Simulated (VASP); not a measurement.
Computed with MS2 meta-GGA, VASP's PBE PAW potentials (set 64) (plane waves; VASP).

The input files of a VASP run:

**INCAR**
```
ALGO  =  Normal
EDIFF  =  1E-7
ENCUT  =  520
ISIF  =  2
ISMEAR  =  -5
LASPH  =  .TRUE.
LCHARG  =  .FALSE.
LMAXMIX  =  6
LMIXTAU  =  .TRUE.
LORBIT  =  11
LREAL  =  .FALSE.
LWAVE  =  .FALSE.
METAGGA  =  MS2
NEDOS  =  601
NELM  =  100
PREC  =  Accurate
SYSTEM  =  AuZn
```

KPOINTS:
```
Automatic mesh
0
Gamma
13 13 13
0 0 0
```

KPOINTS_OPT:
```
k-points along high-symmetry lines
10
Line-mode
Reciprocal
  0.000000   0.000000   0.000000 ! GAMMA
  0.000000   0.500000   0.000000 ! X

  0.000000   0.500000   0.000000 ! X
  0.500000   0.500000   0.000000 ! M

  0.500000   0.500000   0.000000 ! M
  0.000000   0.000000   0.000000 ! GAMMA

  0.000000   0.000000   0.000000 ! GAMMA
  0.500000   0.500000   0.500000 ! R

  0.500000   0.500000   0.500000 ! R
  0.000000   0.500000   0.000000 ! X

  0.500000   0.500000   0.500000 ! R
  0.500000   0.500000   0.000000 ! M
```

### POSCAR
```
AuZn
1
    3.1183323585     0.0000000000     0.0000000000
    0.0000000000     3.1183323585     0.0000000000
    0.0000000000     0.0000000000     3.1183323585
Zn Au
1 1
Direct
  0.5000000000   0.5000000000   0.5000000000
  0.0000000000   0.0000000000   0.0000000000
```

POTCAR, in this order: Zn Au (PBE.64 set). Program: vasp_std.

The resulting files:

### OSZICAR
```
       N       E                     dE             d eps       ncg     rms          rms(c)
DAV:   1     0.116925017702E+03    0.11693E+03   -0.11015E+04  2568   0.188E+03
DAV:   2    -0.689465391248E+01   -0.12382E+03   -0.12001E+03  2667   0.326E+02
DAV:   3    -0.107147208736E+02   -0.38201E+01   -0.37980E+01  3059   0.639E+01
DAV:   4    -0.107371414247E+02   -0.22421E-01   -0.22313E-01  2891   0.416E+00
DAV:   5    -0.107373232598E+02   -0.18184E-03   -0.18278E-03  3199   0.395E-01    0.160E+01
DAV:   6     0.123769290914E+02    0.23114E+02   -0.33414E+01  2849   0.995E+01    0.675E+00
DAV:   7     0.121390959185E+02   -0.23783E+00   -0.10241E+00  3010   0.215E+01    0.428E+00
DAV:   8     0.122416103929E+02    0.10251E+00   -0.12812E+00  2562   0.137E+01    0.170E+00
DAV:   9     0.122308744876E+02   -0.10736E-01   -0.23766E-01  2940   0.889E+00    0.464E-01
DAV:  10     0.122317400715E+02    0.86558E-03   -0.19047E-02  2758   0.243E+00    0.219E-01
DAV:  11     0.122294620961E+02   -0.22780E-02   -0.31914E-03  3206   0.158E+00    0.214E-01
DAV:  12     0.122294668838E+02    0.47877E-05   -0.12511E-03  2926   0.602E-01    0.844E-02
DAV:  13     0.122296376902E+02    0.17081E-03   -0.25730E-04  2611   0.193E-01    0.289E-02
DAV:  14     0.122294896224E+02   -0.14807E-03   -0.15609E-04  2618   0.193E-01    0.128E-02
DAV:  15     0.122295233093E+02    0.33687E-04   -0.21551E-05  2828   0.575E-02    0.213E-03
DAV:  16     0.122295226011E+02   -0.70823E-06   -0.48279E-07  2730   0.761E-03    0.288E-03
DAV:  17     0.122295190874E+02   -0.35136E-05   -0.81080E-07  2786   0.121E-02    0.533E-04
DAV:  18     0.122295193058E+02    0.21840E-06   -0.61960E-08  1344   0.441E-03    0.209E-04
DAV:  19     0.122295189701E+02   -0.33576E-06   -0.10716E-08  1337   0.140E-03    0.189E-04
DAV:  20     0.122295188393E+02   -0.13076E-06   -0.19324E-09  1302   0.616E-04    0.234E-04
DAV:  21     0.122295186572E+02   -0.18208E-06   -0.84358E-10  1309   0.401E-04    0.159E-04
DAV:  22     0.122295184460E+02   -0.21123E-06   -0.48413E-10  1309   0.340E-04    0.151E-04
DAV:  23     0.122295185032E+02    0.57238E-07   -0.33765E-10  1323   0.255E-04
   1 F= 0.12229519E+02 E0= 0.12229519E+02  d E =0.000000E+00
       N       E                     dE             ncg
```

### OUTCAR
```
------------------------ aborting loop because EDIFF is reached ----------------------------------------
  FORCE on cell =-STRESS in cart. coord.  units (eV):
  Direction    XX          YY          ZZ          XY          YZ          ZX
  --------------------------------------------------------------------------------------
  Total        0.0042543      0.0042543      0.0042543     -0.0000000     -0.0000000      0.0000000
  in kB        0.2247870      0.2247870      0.2247870     -0.0000000     -0.0000000      0.0000000
  external PRESSURE =       0.2247870 kB  Pullay stress =       0.0000000 kB
  volume of cell :       30.32
      direct lattice vectors                 reciprocal lattice vectors
     3.118332359  0.000000000  0.000000000     0.320684226  0.000000000  0.000000000
     0.000000000  3.118332359  0.000000000     0.000000000  0.320684226  0.000000000
     0.000000000  0.000000000  3.118332359     0.000000000  0.000000000  0.320684226
 POSITION                                       TOTAL-FORCE (eV/Angst)
 -----------------------------------------------------------------------------------
      1.55917      1.55917      1.55917         0.000000      0.000000      0.000000
      0.00000      0.00000      0.00000         0.000000      0.000000      0.000000
 -----------------------------------------------------------------------------------
    total drift:                                0.000000      0.000000     -0.000000
  FREE ENERGIE OF THE ION-ELECTRON SYSTEM (eV)
  ---------------------------------------------------
  free  energy   TOTEN  =        12.2295185032 eV

  energy  without entropy=       12.2295185032  energy(sigma->0) =       12.22951850

 total charge

# of ion       s       p       d       tot
------------------------------------------
    1        0.528   0.480   9.779  10.787
    2        0.613   0.419   8.701   9.734
--------------------------------------------------
tot          1.142   0.899  18.480  20.521
```
(Selected blocks of OUTCAR.)

For a metal the tetrahedron method with Blöchl corrections gives inexact stress and forces.

The compound is AuZn in the CsCl type structure. It was relaxed first. The electron count is odd and the run is not spin-polarised, which forces a metal.
